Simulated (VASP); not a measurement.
Entries from a set of simulations; values are calculated unless marked as measured.

2H-MoSSe under blue phosphorene, AC: relaxation and electronic structure. The cell holds 5 atoms: 1 Se, 1 Mo, 1 S and 2 P. Cell: a = 3.195 Å, b = 3.195 Å, c = 25.733 Å, α = 90.0°, β = 90.0°, γ = 120.0°. Vacuum lies along c. The calculation used LDA, no spin polarisation; plane waves and PAW (Se, Mo, S, P) (and 1 further level or step) in VASP 6.6.1, with PAW datasets (Se, Mo, S, P), PAW release LDA 64, 12×12×1 k-mesh, ENCUT 400 eV, ISMEAR -1, SIGMA 0.05 eV in one of its runs. The ionisation potential of the slab is 6.00 eV and the polarisability per area of the slab or monolayer is 0.746 Å. The ionisation potential is 6.00 eV at the upper face and 5.42 eV at the lower. The atom that ends on top (P) moved outwards by 0.33 Å, counted from the mean of all atoms. Values taken over the cell's volume include its vacuum. Semilocal band edges put the ionisation potential too low and the gap too small.

[Hosts, paths, dates, database ids (printed as entryN), source tags and the programs' standing remarks are cut or masked in the printed files.]

[In band tables of VASP the shares of atoms and orbitals are scaled to a sum of 1 inside the atoms' spheres.]

[Runs that stopped without an error message from VASP are left out.]
